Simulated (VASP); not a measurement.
Data:

```
MoW
1.0
   -3.15500     3.15500     3.15500
    1.57750    -1.57750     1.57750
    1.57750     1.57750    -1.57750
W Mo
1 1
Cartesian
  0.00000   0.00000   0.00000
 -1.57750   1.57750   1.57750
```

Level of theory: PBEsol GGA, VASP's PBE PAW potentials (set 64) (plane waves; VASP). Run with 400 eV cut-off, 8×15×15 Γ-centred mesh, first-order Methfessel-Paxton smearing of 0.10 eV, potentials W_sv Mo_sv.

Task: The ions, cell shape and volume are relaxed. Predict the relaxed structure.

Result: 
```
MoW
1.0
   -3.14415     3.13423     3.13423
    1.57207    -1.57526     1.57526
    1.57207     1.57526    -1.57526
W Mo
1 1
Direct
  0.00000   0.00000   0.00000
  0.50000   0.00000   0.00000
```
Space group Cmmm (65), at a tolerance of 0.03 Å.

Task: How do energy and volume change from the first to the last step?

Result: The energy (σ→0) changes by -2.1 meV/atom and the volume by -1.1 %, in 5 ionic steps.

The structure was generated: MoW was put into an ordered model structure (Cmmm), which need not be its known phase. This run relaxes it. Symmetry was kept, so distortions that lower it aren't found.
